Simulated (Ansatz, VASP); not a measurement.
# Cross-check of Ca2Al10Zn2Si10O39 between VASP and Ansatz, part 3 of 3

Aim: how closely do two programs agree when they are given the same cell, functional and k mesh? Of the first pair: The structure shown is frame 67 of Ansatz's trajectory.

VASP 6.6.1 and Ansatz 0.2.0.

So far. Step 6 (VASP: single point, PBE, pair 2): The run ends at a pressure of 3.07 GPa, with forces up to 4.9 eV/Å.

### 9. VASP: single point, PBE, pair 3

Level of this step: PBE; plane waves and PAW (Si, Al, Zn, Ca_sv, O) (VASP).

The same cell, functional, mesh and smearing now go to VASP, with its own data sets.

INCAR

```
SYSTEM = Ca2Al10Zn2Si10O39
PREC = Accurate
ENCUT = 520
EDIFF = 1E-06
NELM = 120
ISMEAR = -1
SIGMA = 0.078
LREAL = Auto
ALGO = Normal
GGA = PE
NBANDS = 224
LORBIT = 11
LWAVE = .FALSE.
LCHARG = .FALSE.
ISIF = 2
LASPH = .TRUE.
GGA_COMPAT = .FALSE.
EFERMI = MIDGAP
NCORE = 2
```

POSCAR

```
Ca2Al10Zn2Si10O39
1.0
    9.2344300000      0.0000000000      0.0000000000
    0.0000000000      9.2344300000      0.0000000000
    0.0000000000      0.0000000000      9.2344300000
Si Al Zn Ca O
10 10 2 2 39
Direct
    0.3449915154      0.0518169503      0.1426617561
    0.3807923174      0.9487429110      0.8137156273
    0.3304914326      0.8990917685      0.4344285462
    0.0193298341      0.7010286504      0.1026484580
    0.6456814335      0.7741030037      0.9159742399
    0.3080428353      0.4735538631      0.7717855894
    0.5223495116      0.3857411881      0.5387446762
    0.6461795693      0.1369873398      0.7336673731
    0.5804797914      0.6962313862      0.4583932089
    0.0635664573      0.0426555835      0.7409228290
    0.8540862836      0.3180055510      0.2030119888
    0.8127518428      0.8511407851      0.6385017808
    0.4998792562      0.3130783383      0.2110146484
    0.9938491060      0.3162404177      0.8831947397
    0.2224392843      0.2358023181      0.4991320525
    0.7168607050      0.5762456373      0.2082532436
    0.1373230400      0.7565383029      0.6539006739
    0.8902336149      0.6096207346      0.8046950380
    0.1688896878      0.3681006841      0.2110146484
    0.6813197999      0.0828313171      0.0571881535
    0.0363530830      0.0534737932      0.1179390607
    0.6262433090      0.4275737647      0.8993949816
    0.9956900426      0.5963984783      0.4262201349
    0.3602496310      0.6409599726      0.1184371964
    0.1368790494      0.5773501992      0.1835630353
    0.5598396436      0.5498769280      0.5434228209
    0.3530699783      0.3652959630      0.6222473937
    0.9951994871      0.6213594125      0.6501646555
    0.1036230715      0.1727989708      0.6343650880
    0.2240744691      0.1619266159      0.1706331631
    0.2273340098      0.9259369555      0.7288809380
    0.0102117835      0.6712704520      0.9289907444
    0.0895020050      0.8564253560      0.1340310122
    0.6517348661      0.3872355955      0.1445243507
    0.7086414646      0.9192770967      0.9854674300
    0.9815982145      0.9046470654      0.6783526433
    0.7418216392      0.7220803017      0.7734965775
    0.1943704159      0.7922849597      0.4661359716
    0.8651535612      0.6927444358      0.1923778728
    0.3300691001      0.9899474034      0.9733464870
    0.4760337130      0.0845314762      0.7493803083
    0.3533298753      0.4044212799      0.1679583905
    0.3106742918      0.0670858949      0.4732831371
    0.1285731767      0.3614408253      0.3936897026
    0.7399590446      0.7542533757      0.4976268162
    0.4762827809      0.8387848519      0.5057594242
    0.7128647897      0.1867576017      0.9027519836
    0.1567070193      0.4024395658      0.8231152329
    0.4365835249      0.4760228839      0.8937097363
    0.6532617606      0.6343542590      0.0172181716
    0.7503982379      0.0167958391      0.6587629123
    0.6274020162      0.2913661157      0.6560015074
    0.5202270200      0.1280533828      0.1381677050
    0.8402900883      0.4347209303      0.8576923535
    0.5636947814      0.6643290382      0.2880957460
    0.3739700231      0.9060548404      0.2470970054
    0.0242137306      0.1290388254      0.8892265143
    0.0123667622      0.3220772695      0.0887548013
    0.4813507710      0.8025400593      0.8315510540
    0.8059295484      0.4520365632      0.3263872269
    0.2724802722      0.6367907927      0.7100708977
    0.8319625575      0.1308364458      0.1801302300
    0.5247643872      0.3040794072      0.3958338522
```

KPOINTS

```
Automatic mesh
0
Gamma
1 1 1
0 0 0
```

The projector-augmented-wave data sets are Si, Al, Zn, Ca_sv and O (PBE family, release 64).

Started as:

```bash
$ mpirun -np 8 vasp_gam
```

Numbers of over 12 decimals in the logs are rounded to 6 here.

Log:

```text
[... set-up lines as in an earlier step ...]
 entering main loop
       N       E                     dE             d eps       ncg     rms          rms(c)
DAV:   1     0.420347200348E+04    0.42035E+04   -0.19166E+05   448   0.163E+03
DAV:   2     0.655599170292E+01   -0.41969E+04   -0.39601E+04   536   0.434E+02
DAV:   3    -0.501781518548E+03   -0.50834E+03   -0.50083E+03   488   0.172E+02
DAV:   4    -0.525887313515E+03   -0.24106E+02   -0.23943E+02   552   0.389E+01
[...]
DAV:  17    -0.456636036680E+03    0.10634E-05   -0.53199E-05   664   0.492E-02    0.114E-02
DAV:  18    -0.456636036464E+03    0.21596E-06   -0.26246E-05   648   0.222E-02    0.579E-03
DAV:  19    -0.456636036418E+03    0.46555E-07   -0.35551E-06   440   0.689E-03
   1 F= -.45663604E+03 E0= -.45663604E+03  d E =-.368488E-08
```

OUTCAR, selected parts (step 9):

```text
  Total       17.3117484     21.7065858     24.5688643     11.3145094      2.5270806      0.5793696
  in kB       35.2225856     44.1643477     49.9879565     23.0205678      5.1416132      1.1787888
  external PRESSURE =      43.1249632 kB  Pullay stress =       0.0000000 kB

 POSITION                                       TOTAL-FORCE (eV/Angst)
 -----------------------------------------------------------------------------------
      3.18580      0.47850      1.31740         3.950451     -4.042006     -1.555284
      3.51640      8.76110      7.51420         2.073176      0.049265      0.276144
      3.05190      8.30260      4.01170        -0.430952      1.080170     -2.403364
      0.17850      6.47360      0.94790        -0.159862     -0.553259      0.915941
      5.96250      7.14840      8.45850        -1.506976      0.458356     -0.747466
      2.84460      4.37300      7.12700        -1.577648      0.829796     -0.395848
      4.82360      3.56210      4.97500        -0.498059     -2.436145      4.071631
      5.96710      1.26500      6.77500         0.461997     -0.399031      1.751211
      5.36040      6.42930      4.23300         0.247851      3.430594     -0.171796
      0.58700      0.39390      6.84200         2.780633      1.846916     -0.786104
      7.88700      2.93660      1.87470        -1.590421     -0.143647     -0.236800
      7.50530      7.85980      5.89620        -2.452061     -1.962386     -0.776370
      4.61610      2.89110      1.94860         1.092376     -1.119212      0.636024
      9.17763      2.92030      8.15580         1.101291      2.045920      1.119301
[...]
-----------------------------------------------------------------------------------
    total drift:                                0.019900     -0.009459      0.021812

  FREE ENERGIE OF THE ION-ELECTRON SYSTEM (eV)
  ---------------------------------------------------
  free  energy   TOTEN  =      -456.6360364175 eV

  energy  without entropy=     -456.6360364138  energy(sigma->0) =     -456.63603642

[... 2 parts as in an earlier step ...]

[... 1 further part left out ...]
[key lines of the parts left out:]
E-fermi :   4.2928
```

The run ends at a pressure of 4.31 GPa, with forces up to 5.9 eV/Å.

### 10. Differences

Forces on 10 of the 63 atoms, those with the largest forces and the largest differences (eV/Å; atoms numbered as in POSCAR):

| atom | Ansatz x, y, z | VASP x, y, z |
| --- | --- | --- |
| Si1 | 3.916, -4.013, -1.517 | 3.950, -4.042, -1.555 |
| Si7 | -0.527, -2.431, 4.001 | -0.498, -2.436, 4.072 |
| Si9 | 0.256, 3.416, -0.232 | 0.248, 3.431, -0.172 |
| Si10 | 2.771, 1.889, -0.795 | 2.781, 1.847, -0.786 |
| Zn22 | 1.754, -0.816, 0.694 | 1.835, -0.856, 0.704 |
| O30 | -2.193, 1.439, 1.224 | -2.222, 1.530, 1.255 |
| O34 | 2.029, 0.452, -2.519 | 2.083, 0.469, -2.522 |
| O49 | -1.604, 0.116, -1.119 | -1.688, 0.138, -1.109 |
| O51 | -2.221, 3.302, 0.607 | -2.232, 3.324, 0.615 |
| O53 | -3.275, 0.310, 1.024 | -3.281, 0.319, 1.021 |

The forces differ by 28 meV/Å r.m.s., which is 2.2 % of the r.m.s. force of 1.285 eV/Å (both taken over all components).

### 11. What came out

| Quantity | Value |
| --- | --- |
| r.m.s. force difference (single point, PBE, pair 1) | 1.9 % of the r.m.s. force |
| r.m.s. force difference (single point, PBE, pair 2) | 2.3 % of the r.m.s. force |
| r.m.s. force difference (single point, PBE, pair 3) | 2.2 % of the r.m.s. force |

The r.m.s. force difference is 2.3 % of the r.m.s. force (single point, PBE, pair 2), within the 3 % picked in this series as the mark of a large difference. How closely two codes agree says nothing of how well the functional describes the real material.

[Lines on the potential files, build, host, timing and source positions are cut from VASP's logs without a mark.]

[Logs are printed without paths, hosts, clocks, repeated set-up lines and the standing remarks that a program may print on its own settings, such as how far it seeks lower states.]

[Hosts, paths, dates, database ids (printed as entryN), source tags and the programs' standing remarks are cut or masked in the printed files.]
